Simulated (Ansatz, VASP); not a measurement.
## NbRu in two plane-wave programs

Wanted: the spread between two codes on one cell, functional and k mesh. The cell is taken from a series of runs on this material, whose earlier steps may have relaxed, scaled, displaced or heated it; both programs get it as it stands.

Calculated with Ansatz 0.2.0; plane waves, with VASP 6.6.1 beside it; relaxation of cell and atoms at PBEsol.

## 1. The structure

The structure is cubic, space group Pm-3m (No. 221). The conventional cell has a = 3.139 Å, b = 3.139 Å, c = 3.139 Å, α = 90.00°, β = 90.00°, γ = 90.00°. Nb has 8 Ru at 2.72 Å nearest. Nearest to Ru lie 8 Nb at 2.72 Å. Farther neighbours are not listed.

## 2. VASP: relaxation of cell and atoms, PBEsol

The relaxed volume is the usual yardstick between codes: in a stiff, nearly cubic crystal its relative difference is about their pressure difference at one cell divided by the bulk modulus.

Lines of VASP's logs that name or quote its potential files are left out, and so is its time.

File INCAR:

```
SYSTEM = NbRu
PREC = Accurate
ENCUT = 500
EDIFF = 1E-07
NELM = 120
ISMEAR = 1
SIGMA = 0.2
LREAL = .FALSE.
ALGO = Normal
GGA = PS
NBANDS = 19
LASPH = .TRUE.
LORBIT = 11
LWAVE = .FALSE.
LCHARG = .FALSE.
ISIF = 3
IBRION = 2
NSW = 80
EDIFFG = -0.005
GGA_COMPAT = .FALSE.
NELMIN = 4
KPAR = 2
```

File POSCAR:

```
NbRu
1.0
    3.1392950000      0.0000000000      0.0000000000
    0.0000000000      3.1392950000      0.0000000000
    0.0000000000      0.0000000000      3.1392950000
Nb Ru
1 1
Direct
    0.0000000000      0.0000000000      0.0000000000
    0.5000001593      0.5000001593      0.5000001593
```

File KPOINTS:

```
Automatic mesh
0
Gamma
16 16 16
0 0 0
```

The projector-augmented-wave data sets are Nb_sv and Ru_pv (PBE family, release 64).

Run with:

```
mpirun -np 2 vasp_std
```

Numbers of over 12 decimals in the logs are rounded to 6 here.

The program printed:

```text
[banner, memory and clock lines left out]
running    2 mpi-ranks, on    1 nodes
 distrk:  each k-point on    1 cores,    2 groups
 distr:  one band on    1 cores,    1 groups

 POSCAR found type information on POSCAR NbRu
 POSCAR found :  2 types and       2 ions
|                                                                             |
|               ----> ADVICE to this user running VASP <----                  |
|                                                                             |
|     You enforced a specific xc type in the INCAR file but a different       |
|     [... a line on the potential file left out ...]
|     I HOPE YOU KNOW WHAT YOU ARE DOING!                                     |
|                                                                             |

 LDA part: xc-table for (Slater+PW92), standard interpolation
 POSCAR, INCAR and KPOINTS ok, starting setup
 FFT: planning ... GRIDC
 FFT: planning ... GRID_SOFT
 FFT: planning ... GRID
 WAVECAR not read
 entering main loop
       N       E                     dE             d eps       ncg     rms          rms(c)
DAV:   1     0.288405096058E+03    0.28841E+03   -0.15576E+04  6270   0.146E+03
DAV:   2    -0.117055321376E+02   -0.30011E+03   -0.29451E+03  7021   0.516E+02
DAV:   3    -0.222024921569E+02   -0.10497E+02   -0.10109E+02  9413   0.889E+01
DAV:   4    -0.226979645828E+02   -0.49547E+00   -0.49121E+00  8622   0.154E+01
DAV:   5    -0.227134559800E+02   -0.15491E-01   -0.15483E-01  9652   0.239E+00    0.137E+01
DAV:   6    -0.215825134110E+02    0.11309E+01   -0.25435E+00  8309   0.153E+01    0.404E+00
DAV:   7    -0.216030229716E+02   -0.20510E-01   -0.17472E+00  9658   0.862E+00    0.426E+00
DAV:   8    -0.214190137100E+02    0.18401E+00   -0.78245E-01  7000   0.558E+00    0.119E+00
DAV:   9    -0.214211865298E+02   -0.21728E-02   -0.42058E-02  8365   0.194E+00    0.253E-01
DAV:  10    -0.214204008690E+02    0.78566E-03   -0.31283E-03  9455   0.564E-01    0.259E-02
DAV:  11    -0.214204198698E+02   -0.19001E-04   -0.19104E-04  9603   0.130E-01    0.304E-02
DAV:  12    -0.214204187938E+02    0.10759E-05   -0.30615E-05  8128   0.511E-02    0.726E-03
DAV:  13    -0.214204187122E+02    0.81640E-07   -0.17514E-06  8499   0.127E-02    0.250E-03
DAV:  14    -0.214204180220E+02    0.69026E-06   -0.17804E-07  4780   0.577E-03    0.663E-04
DAV:  15    -0.214204180257E+02   -0.37157E-08   -0.13884E-08  3618   0.116E-03
   1 F= -.21420418E+02 E0= -.21419211E+02  d E =-.214204E+02
 curvature:   0.00 expect dE= 0.000E+00 dE for cont linesearch  0.000E+00
 trial: gam= 0.00000 g(F)=  0.000E+00 g(S)=  0.260E-03 ort = 0.000E+00 (trialstep = 0.100E+01)
 search vector abs. value=  0.260E-03
 bond charge predicted
       N       E                     dE             d eps       ncg     rms          rms(c)
DAV:   1    -0.214290146632E+02   -0.85966E-02   -0.17992E-01  6306   0.496E+00    0.847E-01
DAV:   2    -0.214387915865E+02   -0.97769E-02   -0.18652E-01  6693   0.268E+00    0.113E+00
DAV:   3    -0.214205089340E+02    0.18283E-01   -0.84847E-02  7275   0.180E+00    0.159E-01
DAV:   4    -0.214201052220E+02    0.40371E-03   -0.43561E-03  9594   0.529E-01    0.931E-02
DAV:   5    -0.214201531355E+02   -0.47913E-04   -0.15806E-04  8177   0.119E-01    0.451E-02
DAV:   6    -0.214202150665E+02   -0.61931E-04   -0.14342E-04 10994   0.632E-02    0.190E-02
DAV:   7    -0.214202184492E+02   -0.33827E-05   -0.50105E-06  6926   0.203E-02    0.564E-03
DAV:   8    -0.214202189600E+02   -0.51087E-06   -0.11987E-06  8948   0.919E-03    0.566E-04
DAV:   9    -0.214202189488E+02    0.11262E-07   -0.25244E-08  3618   0.184E-03
   2 F= -.21420219E+02 E0= -.21419030E+02  d E =0.199077E-03
 trial-energy change:    0.000199  1 .order    0.000203   -0.000260    0.000666
 step:   0.2860(harm=  0.2805)  dis= 0.00000  next Energy=   -21.420455 (dE=-0.372E-04)
 bond charge predicted
       N       E                     dE             d eps       ncg     rms          rms(c)
DAV:   1    -0.214249559615E+02   -0.47370E-02   -0.91798E-02  6282   0.355E+00    0.596E-01
DAV:   2    -0.214302868201E+02   -0.53309E-02   -0.97040E-02  6735   0.193E+00    0.830E-01
DAV:   3    -0.214206238708E+02    0.96629E-02   -0.44816E-02  7416   0.130E+00    0.116E-01
DAV:   4    -0.214204156336E+02    0.20824E-03   -0.22172E-03  9574   0.375E-01    0.644E-02
DAV:   5    -0.214204330489E+02   -0.17415E-04   -0.78212E-05  7976   0.829E-02    0.317E-02
DAV:   6    -0.214204560575E+02   -0.23009E-04   -0.72330E-05 10982   0.427E-02    0.138E-02
DAV:   7    -0.214204560698E+02   -0.12293E-07   -0.25997E-06  6916   0.151E-02    0.414E-03
DAV:   8    -0.214204556295E+02    0.44028E-06   -0.69219E-07  8921   0.682E-03    0.298E-04
DAV:   9    -0.214204556339E+02   -0.44029E-08   -0.14383E-08  3348   0.135E-03
   3 F= -.21420456E+02 E0= -.21419254E+02  d E =-.376082E-04
 curvature:  -0.14 expect dE=-0.131E-07 dE for cont linesearch -0.131E-07
 trial: gam= 0.00000 g(F)=  0.994E-48 g(S)=  0.932E-07 ort =-0.492E-05 (trialstep = 0.857E+00)
 search vector abs. value=  0.933E-07
 reached required accuracy - stopping structural energy minimisation
```

OUTCAR, selected parts (step 2):

```text
ion  position               nearest neighbor table
   1  0.000  0.000  0.000-   2 2.72   2 2.72   2 2.72   2 2.72   2 2.72   2 2.72   2 2.72   2 2.72

  LATTYP: Found a simple cubic cell.
 ALAT       =     3.1392950000

 Subroutine GETGRP returns: Found 48 space group operations
 (whereof 48 operations were pure point group operations)

The static configuration has the point symmetry O_h .

 Found    165 irreducible k-points:

   k-points           NKPTS =    165   k-points in BZ     NKDIM =    165   number of bands    NBANDS=     19

   dimension x,y,z NGX =    24 NGY =   24 NGZ =   24
   dimension x,y,z NGXF=    48 NGYF=   48 NGZF=   48

   ENCUT  =  500.0 eV  36.75 Ry    6.06 a.u.   5.72  5.72  5.72*2*pi/ulx,y,z

   NELECT =      27.0000    total number of electrons

 k-points in reciprocal lattice and weights: Automatic mesh
   0.00000000  0.00000000  0.00000000       0.000
   0.06250000  0.00000000  0.00000000       0.001
   0.12500000  0.00000000  0.00000000       0.001
   0.18750000  0.00000000  0.00000000       0.001
   0.25000000  0.00000000  0.00000000       0.001
   0.31250000  0.00000000  0.00000000       0.001
   0.37500000  0.00000000  0.00000000       0.001
   0.43750000  0.00000000  0.00000000       0.001
   0.50000000  0.00000000  0.00000000       0.001
[...]
0.50000000  0.50000000  0.43750000       0.001
   0.50000000  0.50000000  0.50000000       0.000

 average (electrostatic) potential at core
       1 -76.1459       2 -67.1031

 E-fermi :  12.9138

 k-point     1 :       0.0000    0.0000    0.0000
  band No.  band energies     occupation
    ...
      9       6.9078      2.00000
     10       6.9078      2.00000
     11      10.5137      2.00000
     12      10.5137      2.00000
     13      10.5137      2.00000
     14      13.7694     -0.00000
     15      13.7694     -0.00000
     16      16.5008     -0.00000
     17      16.5008     -0.00000
     18      16.5008     -0.00000
    ...

 k-point     2 :       0.0625    0.0000    0.0000
  band No.  band energies     occupation
    ...
      9       6.9509      2.00000
     10       6.9803      2.00000
     11      10.5069      2.00000
     12      10.5069      2.00000
     13      10.5429      2.00000
     14      13.6679     -0.00000
     15      13.8063     -0.00000
     16      16.2476     -0.00000
     17      16.2476     -0.00000
     18      16.4399     -0.00000
    ...

 k-point     3 :       0.1250    0.0000    0.0000
  band No.  band energies     occupation
    ...
      9       7.0795      2.00000
     10       7.1893      2.00000
     11      10.4908      2.00000
     12      10.4908      2.00000
     13      10.6293      2.00000
     14      13.3773     -0.00503
     15      13.9121     -0.00000
     16      15.6449     -0.00000
     17      15.6449     -0.00000
     18      16.2648     -0.00000
    ...

  Total        0.0011349      0.0011349      0.0011349      0.0000000      0.0000000      0.0000000
  in kB        0.0588469      0.0588469      0.0588469      0.0000000      0.0000000      0.0000000
  external PRESSURE =       0.0588469 kB  Pullay stress =       0.0000000 kB

  energy-cutoff  :      500.00
  volume of cell :       30.90
      direct lattice vectors                 reciprocal lattice vectors
     3.137997656 -0.000000000  0.000000000     0.318674553 -0.000000000 -0.000000000
     0.000000000  3.137997656 -0.000000000     0.000000000  0.318674553 -0.000000000
     0.000000000  0.000000000  3.137997656    -0.000000000  0.000000000  0.318674553

 POSITION                                       TOTAL-FORCE (eV/Angst)
 -----------------------------------------------------------------------------------
      0.00000      0.00000      0.00000         0.000000      0.000000      0.000000
      1.56900      1.56900      1.56900        -0.000000      0.000000      0.000000
 -----------------------------------------------------------------------------------
    total drift:                               -0.000490     -0.000490     -0.000490

  FREE ENERGIE OF THE ION-ELECTRON SYSTEM (eV)
  ---------------------------------------------------
  free  energy   TOTEN  =       -21.4204556339 eV

  energy  without entropy=      -21.4168493186  energy(sigma->0) =      -21.41925353

 reached required accuracy - stopping structural energy minimisation

 total charge
# of ion       s       p       d       tot
------------------------------------------
    1        2.229   6.045   2.366  10.640
    2        0.412   6.263   6.060  12.735
--------------------------------------------------
tot          2.641  12.308   8.426  23.374

[... 3 further parts left out ...]
```

CONTCAR:

```
NbRu
   1.00000000000000
     3.1379976556558500   -0.0000000000000000    0.0000000000000000
     0.0000000000000000    3.1379976556558500   -0.0000000000000000
     0.0000000000000000    0.0000000000000000    3.1379976556558500
  Nb              Ru
     1     1
Direct
     0.0000000000000000    0.0000000000000000    0.0000000000000000
     0.5000001593000007    0.5000001593000007    0.5000001593000007
```

## 3. Ansatz: relaxation of cell and atoms, PBEsol

Ansatz runs on its PAW soft_1 files.

The same cell, functional, mesh and smearing now go to Ansatz, which takes its cutoff from its data sets.

File input.yaml:

```yaml
crystal:
  lattice:
    - [3.1392951463, 0.0, 0.0]
    - [0.0, 3.1392951463, 0.0]
    - [0.0, 0.0, 3.1392951463]
  atoms:
    - { symbol: Nb, position: [0.0, 0.0, 0.0] }
    - { symbol: Ru, position: [0.5, 0.5, 0.5] }
kpoints:
  mp_grid: { grid: [16, 16, 16] }
hamiltonian:
  xc: pbesol
  pseudopotentials: { kind: paw, azcp: { folder: soft_1 }, xc_functional: pbe }
scf:
  occupations: { method: methfessel_paxton, width: 0.2 }
output:
  forces: true
  stress: true
  eigenvalues: true
relax:
  adjacent_minimum: "off"
  f_tol: 0.001
  max_steps: 60
  cell: { stress_tol: 0.01 }
```

Run with:

```
ansatz run input.yaml --threads 4 --pin off --max-ram 10240MiB --backend cpu --events-out ev --progress --plain --runs-dir out
```

The program printed:

```text
Engine: ansatz 0.2.0, x86_64-unknown-linux-gnu
Pseudopotentials: kind: paw
Pseudopotential: Nb, paw, valence charge 13, recommended cutoff 420 eV (normal), soft_1/Nb.paw.azcp
Pseudopotential: Ru, paw, valence charge 16, recommended cutoff 420 eV (normal), soft_1/Ru.paw.azcp
Functional definition: PBEsol
  exchange = pbesol_x
  correlation = pbesol_c
Crystal: 2 atoms, lattice volume = 30.938 Å³
Basis set: ecut = 420 eV, 619 PW (Γ), exchange–correlation on 48×48×48 points (8 copies of the dense FFT grid, shifted against one another)
Bands: 19, of which v1, the nominal top of the filled ones, is band 15 counted from 1 (14 counted from 0)
Symmetry: 48 space group operations
Space group: Pm-3m (ITA 221), of the structure as read, at distance tolerance 3.1e-5 Å
k-points: 165 of 4096
Non-local potential: Nb, projectors of the file, l = 0: 3, l = 1: 2, l = 2: 2, l = 3: 1
Non-local potential: Ru, projectors of the file, l = 0: 3, l = 1: 2, l = 2: 2, l = 3: 1
PAW form: soft (Blöchl's): semilocal exchange-correlation on the pseudo side does not see the compensation charge
PAW frozen core: Nb, regenerated for the run's functional, and the local potential with it (the file was generated under x = pbe(κ = 0.804, μ = 0.219515), c = pbe(β = 0.066725))
PAW frozen core: Ru, regenerated for the run's functional, and the local potential with it (the file was generated under x = pbe(κ = 0.804, μ = 0.219515), c = pbe(β = 0.066725))
PAW one-centre angular grid: Nb, 590 points (default); XC on 64 Gauss nodes
PAW one-centre angular grid: Ru, 590 points (default); XC on 64 Gauss nodes
Initial density: superposition of atomic densities (chi_scale 0.1, normalization cell, long waves kept (reshape's long-wave potential 0.00 eV rms))
Initial wavefunctions: pseudopotential atomic-orbital guess
Functional: x = pbesol(κ = 0.804, μ = 0.123457), c = pbesol(β = 0.046)
SCF iter   1: F=—  HF=-10314.640272 eV  |F-HF|=—  |Δ(HF+E_count)|=         —  Δρ=1.81e-1  dr2=1.33e1  ethr=3.10e-3  ⟨swp⟩=4.8  Hψ=12249  notcnv=0
preconditioner: auto → none  [metal: Δε(μ)=0.008 eV  Ē_g=5.474 eV  σ=0.200 eV  W_gap=0.03  n_scr=6 (ndim 8)  ℏωp=24.1 eV  f_vac=0.000  D(μ)=1.81/eV (n_scr^D=18)  sad-step TF]
SCF iter   2: F=—  HF=-10313.101043 eV  |F-HF|=—  |Δ(HF+E_count)|=    1.54e0  S|Δr|=    0.00e0  Δρ=1.11e-1  dr2=5.55e0  ethr=3.10e-3  ⟨swp⟩=2.3  Hψ=6776  notcnv=0  defer=2
SCF iter   3: F=—  HF=-10312.325812 eV  |F-HF|=—  |Δ(HF+E_count)|=   7.75e-1  S|Δr|=    0.00e0  Δρ=1.47e-2  dr2=3.89e-2  ethr=3.10e-3  ⟨swp⟩=2.1  Hψ=5226  notcnv=0  defer=2
SCF iter   4: F=—  HF=-10312.320239 eV  |F-HF|=—  |Δ(HF+E_count)|=   5.57e-3  S|Δr|=    0.00e0  Δρ=2.76e-3  dr2=8.84e-4  ethr=1.34e-4  ⟨swp⟩=1.2  Hψ=4825  notcnv=0
SCF iter   5: F=—  HF=-10312.320378 eV  |F-HF|=—  |Δ(HF+E_count)|=   1.38e-4  S|Δr|=    0.00e0  Δρ=7.85e-4  dr2=2.74e-4  ethr=3.05e-6  ⟨swp⟩=2.0  Hψ=5226  notcnv=0
SCF iter   6: F=—  HF=-10312.320354 eV  |F-HF|=—  |Δ(HF+E_count)|=   2.38e-5  S|Δr|=    0.00e0  Δρ=9.31e-5  dr2=3.39e-6  ethr=9.46e-7  ⟨swp⟩=1.0  Hψ=3139  notcnv=0
SCF iter   7: F=—  HF=-10312.320358 eV  |F-HF|=—  |Δ(HF+E_count)|=   3.74e-6  S|Δr|=    0.00e0  Δρ=1.71e-5  dr2=1.24e-7  ethr=1.17e-8  ⟨swp⟩=1.1  Hψ=3211  notcnv=0
SCF iter   8: F=-10312.320358 eV  HF=-10312.320358 eV  |F-HF|=8.08e-10  |Δ(HF+E_count)|=   1.59e-9  S|Δr|=    0.00e0  Δρ=1.61e-6  dr2=9.34e-10  ethr=3.45e-10  ⟨swp⟩=4.1  Hψ=9612  notcnv=0
SCF 1 converged in 8 iterations: F = -10312.320358 eV  dr2 = 9.34e-10
  greatest PAW one-centre occupation: 1.000 electrons in one spin orbital (limit 2), on the Ru atom at site 1 (counted from 0), in its partial waves of l = 0
relax step   1: F+E_penalty+E_count = -10312.32035765 eV  Δ(F+E_penalty+E_count) = +0.000e0 eV  max|allowed force component| = 1.262e-29 eV/Å  Δτ_max = 0.0000 Å  P = -0.028 GPa  Ω = 30.938 Å³  (8 SCF iters, dr2 threshold 1.00e-7 eV, accepted)
[...]
relax step   2: F+E_penalty+E_count = -10312.32036312 eV  Δ(F+E_penalty+E_count) = -5.462e-6 eV  max|allowed force component| = 1.229e-29 eV/Å  Δτ_max = 0.0000 Å  P = +0.051 GPa  Ω = 30.929 Å³  energy of the carried Pulay correction = +6.162e-6 eV  (4 SCF iters, dr2 threshold 1.94e-9 eV, rejected (line search))
[...]
relax step   3: F+E_penalty+E_count = -10312.32036012 eV  Δ(F+E_penalty+E_count) = -2.468e-6 eV  max|allowed force component| = 2.183e-29 eV/Å  Δτ_max = 0.0000 Å  P = +0.000 GPa  Ω = 30.935 Å³  energy of the carried Pulay correction = +2.172e-6 eV  (6 SCF iters, accepted)
[...]
relax step   4: F+E_penalty+E_count = -10312.32036012 eV  Δ(F+E_penalty+E_count) = -1.819e-12 eV  max|allowed force component| = 1.696e-29 eV/Å  Δτ_max = 0.0000 Å  P = -0.000 GPa  Ω = 30.935 Å³  stress off target by 6.49e-5 GPa  SCF on the basis re-selected at this cell (its energy is not comparable with the rows above)  (5 SCF iters)
basis re-selected at this cell: Δ(F+E_penalty+E_count) = -1.819e-12 eV, ΔP = -0.000 GPa vs the last step (what re-selecting the basis moved, of the pressure what is left beyond the Pulay correction that the steps carried, after the strain that the cell walked since its last selection, with what the two solves' SCF thresholds leave and, on support functions, any second-order correction that the steps lacked; it is no  [...]
SCF converged after 5 iterations
Stability not checked: this state was not tested for a lower state beside it, because cold or Methfessel-Paxton smearing, or corrected tetrahedra, fill the levels in a way that the test cannot read (fill_not_monotonic; see scf.lower_state_search)
Free energy (F): -10312.320360 eV
Harris-Foulkes:  -10312.320360 eV  (|F-HF|=1.82e-12)
Internal energy: -10312.316716 eV  (E = F + TS)
E sigma→0 (E₀):  -10312.319449 eV
Entropy (-TS):   -0.003644 eV (-1.822 meV/atom)
Fermi energy:    21.345803 eV
--- Per-component energies (eV) ---
  E_band       = -130.035085
  E_kinetic    = 834.476497
  E_local      = -1998.967335  (includes V_loc(G=0)·N_el)
  E_nonlocal   = 511.301908
  E_hartree    = 672.443576
  E_xc         = -334.466854
  E_vxc        = -415.556045  (∫ρ·V_xc dr)
  E_paw        = -6466.747795  (= ΣΔE_a)
  E_vpaw       = -406.177920  (= ΣTr[D̂ρ^β])
  E_aug_tail   = 0.000657  (compensation charges beyond the density's cutoff)
  E_ewald      = -3530.799376
  E_core_change = 0.442006  (= ΣΔE_core)
  E_smearing   = -0.003644  (= −TS)
  E_closure    = 0.000000  (closes the sum)
  Σ components = -10312.320360   (vs F -10312.320360, Δ=0.00e0)
--- Forces (eV/Å), atoms counted from 1 ---
  atom   1  Nb    -0.00000000     0.00000000     0.00000000
  atom   2  Ru     0.00000000     0.00000000    -0.00000000
  max |Σ_I F_I| component: 3.34e-29 eV/Å
--- Stress (GPa, compression-positive) ---
       -0.000065      -0.000000      -0.000000
       -0.000000      -0.000065      -0.000000
       -0.000000      -0.000000      -0.000065
  P = ⅓ Tr σ = -0.0001 GPa (-0.001 kbar)
--- Band table (eV; the first three rows and the last of 165) ---
  k-point 0: bands = [... 11 lower, 18.9474, 18.9474, 18.9474, 22.1978, 22.1978, 24.9255, 24.9255, 24.9255]
  k-point 1: bands = [... 11 lower, 18.9409, 18.9409, 18.9768, 22.0967, 22.2349, 24.6730, 24.6730, 24.8647]
  k-point 2: bands = [... 11 lower, 18.9252, 18.9252, 19.0633, 21.8071, 22.3407, 24.0716, 24.0716, 24.6901]
  k-point 164: bands = [... 11 lower, 18.3306, 18.3306, 18.3306, 21.1608, 21.1608, 24.8791, 24.8791, 28.5792]
--- Relaxed structure (3 steps of the walk, 2 accepted, 1 SCFs on fresh bases) ---
  F+E_penalty+E_count = -10312.32036012 eV   max|allowed force component| = 1.696e-29 eV/Å   (the final SCF, on the basis selected at the relaxed cell)
  cell:  # Å, volume = 30.9349 Å³
    - [3.139180, 0, 0]
    - [0, 3.139180, 0.0]
    - [0, 0.0, 3.139180]
  atoms:
    - { symbol: Nb, position: [0, 0, 0] }
    - { symbol: Ru, position: [0.500000, 0.500000, 0.500000] }
```

## 4. Comparison

Known differences besides the potentials themselves: the data sets hold 29 valence electrons in Ansatz (on its PAW soft_1 files) and 27 in VASP; the cutoff is 420 eV in Ansatz and 500 eV in VASP; Ansatz makes its cores anew for this functional, VASP keeps those of its PBE data sets; Ansatz adds a Pulay correction to the stress that steers its cell, VASP none. Total energies have different zeros and are not compared.

Compared:

| quantity | Ansatz | VASP | difference |
| --- | --- | --- | --- |
| volume (Å³) | 30.93 | 30.90 | +0.11 % |
| edge a after relaxation, in the typed setting (Å) | 3.139 | 3.138 | +0.04 % |

## 5. Outcome

```json
{
  "difference in volume (relaxation of cell and atoms, PBEsol)": "0.11 %"
}
```

What this shows: The difference in volume is 0.11 % (relaxation of cell and atoms, PBEsol), within the 1.2 % picked in this series as the mark of a large difference, as far as the stopping tolerances let one tell. The data sets hold unlike numbers of valence electrons (29 in Ansatz and 27 in VASP), so part of the differences comes from the potentials. Such differences can come from data sets, numerical settings and the points named under the comparisons, not from the functional's error against experiment.

[Lines on the potential files, build, host, timing and source positions are cut from VASP's logs without a mark.]

[Logs are printed without paths, hosts, clocks, repeated set-up lines and the standing remarks that a program may print on its own settings, such as how far it seeks lower states.]

[Hosts, paths, dates, database ids (printed as entryN), source tags and the programs' standing remarks are cut or masked in the printed files.]
